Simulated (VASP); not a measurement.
Input:

```yaml
crystal:
  lattice:
    - [0.00000, 3.19500, 3.19500]
    - [3.19500, 0.00000, 3.19500]
    - [3.19500, 3.19500, 0.00000]
  atoms:
    - { symbol: Ba, position: [0.00000, 0.00000, 0.00000] }
    - { symbol: S, position: [0.50000, 0.50000, 0.50000] }
```

Level of theory: PBE GGA with D3 dispersion (Becke-Johnson damping), VASP's PBE PAW potentials (set 64) (plane waves; VASP). Run with 520 eV cut-off, Gaussian smearing of 0.050 eV, potentials Ba_sv S.

Unless said otherwise, spin-orbit coupling is left out, though it shifts the bands of the heavy elements here.

Task: Give the energies of bands 6 to 11 at the high-symmetry points, in eV from the valence-band maximum.

Result: 
```
band     Γ      X      U      L      W
----  ----  -----  -----  -----  -----
6     0.00  -0.53  -0.95  -1.93  -1.12
7     0.00  -0.14  -0.61  -1.08  -0.49
8     0.00  -0.14  -0.54  -1.08  -0.49
9     3.59   2.11   3.29   5.54   4.29
10    3.87   5.93   5.96   5.69   4.29
11    3.87   6.02   6.59   6.30   6.29
```

The gap is indirect, 2.11 eV, from the valence maximum at Γ to the conduction minimum at X.

The compound is BaS in the rock salt structure. The cell was not relaxed at this level.
